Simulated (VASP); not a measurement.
Calculation: PBE GGA, VASP's PBE PAW potentials (set 64) (plane waves; VASP).

The input files of a VASP run:

**POSCAR**
```
SiW
1
    5.4935610000     0.0000000000     0.0000000000
   -2.7467800000     4.7575620000     0.0000000000
    0.0000000000     0.0000000000     4.4328320000
W Si
3 3
Direct
  0.5000000000   0.0000000000   0.0000000000
  0.5000000000   0.5000000000   0.0000000000
  0.0000000000   0.5000000000   0.0000000000
  0.0000000000   0.0000000000   0.0000000000
  0.3333330000   0.6666670000   0.5000000000
  0.6666670000   0.3333330000   0.5000000000
```

INCAR:
```
SYSTEM = SiW
PREC = Accurate; ENCUT = 300; LREAL = F
LASPH = T
EDIFF = 1E-6; NELM = 100; ALGO = Normal
LMAXMIX = 6
ISMEAR = 0; SIGMA = 0.1
GGA = PE
ISIF = 2
LWAVE = F; LCHARG = F
```

### KPOINTS
```
Automatic mesh
0
Gamma
5 5 5
0 0 0
```

POTCAR, in this order: W_sv Si (PBE.64 set). Program: vasp_std.

At this cut-off the stress carries a Pulay error, which pulls relaxed volumes low. Unless said otherwise, spin-orbit coupling is left out, though it shifts the bands of the heavy elements here.

Task: Estimate the energy per atom (σ→0), pressure, band gap (on the k-mesh).

Result: 
| Item | Result |
|---|---|
| energy per atom (σ→0) | -862.1 kJ/mol of atoms |
| band gap (on the k-mesh) | none (metal, semimetal or under 0.01 eV) |
| pressure | -14.85 GPa |

File OSZICAR:
```
...
DAV:   8    -0.536189547812E+02    0.55806E-01   -0.15528E-01  1208   0.228E+00    0.613E-01
DAV:   9    -0.536176248986E+02    0.13299E-02   -0.20713E-02  1232   0.646E-01    0.258E-01
DAV:  10    -0.536173464707E+02    0.27843E-03   -0.58892E-03  1248   0.324E-01    0.102E-01
DAV:  11    -0.536174792333E+02   -0.13276E-03   -0.33999E-04  1184   0.825E-02    0.292E-02
DAV:  12    -0.536175011408E+02   -0.21907E-04   -0.74324E-05  1208   0.411E-02    0.828E-03
DAV:  13    -0.536175047109E+02   -0.35700E-05   -0.12923E-05  1072   0.172E-02    0.898E-03
DAV:  14    -0.536175050212E+02   -0.31038E-06   -0.72603E-07   816   0.473E-03
   1 F= -.53617505E+02 E0= -.53611104E+02  d E =-.128024E-01
```

The structure was generated: SiW was put into an ordered model structure, which need not be its known phase. The cell was not relaxed at this level.
